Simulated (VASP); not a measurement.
```
CELL_PARAMETERS angstrom
      1.69195    -2.93055     0.00000
      1.69195     2.93055     0.00000
      0.00000     0.00000     5.49335
ATOMIC_POSITIONS crystal
  Tl 0.33333 0.66667 0.25000
  Tl 0.66667 0.33333 0.75000
```

Computed with LDA (Ceperley-Alder, Perdew-Zunger) with spin-orbit coupling, VASP's LDA PAW potentials (set 64) (plane waves; VASP). Numerical set-up: 400 eV cut-off, 11×11×6 Γ-centred mesh, Gaussian smearing of 0.050 eV, potentials Tl_d.

Task: Give the energies of bands 21 to 33 at the high-symmetry points, in eV from the Fermi level.

Result: 
| band | Γ | M | K | A | L | H |
|---|---|---|---|---|---|---|
| 21 | -10.10 | -5.60 | -4.42 | -8.75 | -4.50 | -3.83 |
| 22 | -10.10 | -5.60 | -4.42 | -8.75 | -4.50 | -3.83 |
| 23 | -5.07 | -4.61 | -4.36 | -8.75 | -4.50 | -3.79 |
| 24 | -5.07 | -4.61 | -4.36 | -8.75 | -4.50 | -3.79 |
| 25 | -3.04 | -0.65 | -1.34 | 3.26 | -2.40 | -1.18 |
| 26 | -3.04 | -0.65 | -1.34 | 3.26 | -2.40 | -1.18 |
| 27 | 7.70 | 0.17 | 1.33 | 3.26 | -2.40 | -0.76 |
| 28 | 7.70 | 0.17 | 1.33 | 3.26 | -2.40 | -0.76 |
| 29 | 8.98 | 1.57 | 2.30 | 8.69 | 5.44 | 0.05 |
| 30 | 8.98 | 1.57 | 2.30 | 8.69 | 5.44 | 0.05 |
| 31 | 9.32 | 4.00 | 2.55 | 8.69 | 5.44 | 0.62 |
| 32 | 9.32 | 4.00 | 2.55 | 8.69 | 5.44 | 0.62 |
| 33 | 10.70 | 4.29 | 3.46 | 10.35 | 6.78 | 7.65 |

It has no gap at this level: it comes out as a metal or semimetal.

The compound is Tl in the hcp structure. It was relaxed first.
